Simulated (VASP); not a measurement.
```
Ca
1.0
    0.00000     2.73242     2.73242
    2.73242     0.00000     2.73242
    2.73242     2.73242     0.00000
Ca
1
Direct
  0.00000   0.00000   0.00000
```

All values below come from rev-vdW-DF2, VASP's PBE PAW potentials (set 64) (plane waves; VASP 6.6.1). Settings: 520 eV cut-off, Gaussian smearing of 0.050 eV, potentials Ca_sv.

Problem. Predict the band gap (along the path) with the smallest direct gap where there is one.

Solution. 
The band gap (along the path) is none (metal, semimetal or under 0.01 eV).

Total energies compare only between runs with the same potentials, cut-off and functional.

The compound is Ca in the fcc structure. It was relaxed first, which changed the volume by -6 %.
